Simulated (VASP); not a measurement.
# ZrSnSe3: single point with PBE

Crystal: ZrSnSe3.

```
Sn Zr Se
1.0
     5.40000    0.00000    0.00000
     0.00000    5.40000    0.00000
     0.00000    0.00000    5.40000
Sn Zr Se
1 1 3
Direct
  0.00000 0.00000 0.00000
  0.50000 0.50000 0.50000
  0.50000 0.50000 0.00000
  0.50000 0.00000 0.50000
  0.00000 0.50000 0.50000
```

The cell comes from a database or a generator and needn't be the stable form of this composition.

```
Program             : VASP 6.6.1
Task                : single point
Functional          : PBE
Potentials or basis : VASP PAW PBE potentials, release 64 (Sn_d, Zr_sv, Se)
Cutoff              : 520 eV
k mesh              : 4 × 4 × 4
Occupations         : gaussian, width 0.05 eV
Spin                : no spin polarisation
```

| Item | Value |
| --- | --- |
| Pressure | -4.9 GPa |
| Band gap on the k mesh | 0.04 eV, indirect (least direct gap 0.26 eV) |

Levels at points of the mesh, in eV from the valence-band top:
| k point | band 19 | band 20 | band 21 | band 22 | band 23 | band 24 | band 25 | band 26 |
| --- | --- | --- | --- | --- | --- | --- | --- | --- |
| (0.00, 0.00, 0.00) | -1.07 | -0.92 | -0.92 | -0.92 | 0.23 | 0.23 | 0.23 | 1.75 |
| (0.50, 0.00, 0.00) | -1.45 | -1.40 | -0.75 | -0.75 | 0.04 | 0.28 | 1.03 | 1.03 |
| (0.50, 0.50, 0.00) | -2.30 | -2.30 | -2.21 | -0.02 | 0.24 | 1.58 | 1.58 | 2.08 |
| (0.50, 0.50, 0.50) | -3.59 | 0.00 | 0.00 | 0.00 | 1.14 | 1.14 | 1.14 | 3.28 |

Run time: 21 s on 1 thread of Intel(R) Xeon(R) 6975P-C (Granite Rapids), with other jobs on the host, peak memory 0.26 GiB.

Caveat: spin-orbit coupling is left out, which moves the levels of the heavy elements. A k mesh can miss the band edges.
